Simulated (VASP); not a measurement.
Data:

```yaml
crystal:
  lattice:
    - [0.00000, 2.71761, 2.71761]
    - [2.71761, 0.00000, 2.71761]
    - [2.71761, 2.71761, 0.00000]
  atoms:
    - { symbol: Ce, position: [0.00000, 0.00000, 0.00000] }
    - { symbol: O, position: [0.25000, 0.25000, 0.25000] }
    - { symbol: O, position: [0.75000, 0.75000, 0.75000] }
```

Method: r2SCAN meta-GGA, VASP's PBE PAW potentials (set 64) (plane waves; VASP 6.6.1). Numerical set-up: PREC = Normal, EDIFF = 1E-5, 450 eV cut-off, 9×9×9 Γ-centred mesh, Gaussian smearing of 0.050 eV, potentials Ce O.

At this cut-off the stress carries a Pulay error, which pulls relaxed volumes low.

Q: What does the run give for the energy per atom (σ→0), pressure?

A: 
The energy per atom (σ→0) comes out as -18.013 eV/atom and the pressure is -1.24 GPa.

The compound is CeO2 in the fluorite structure. It was relaxed first. The run is not spin-polarised, so no magnetic state was tried.
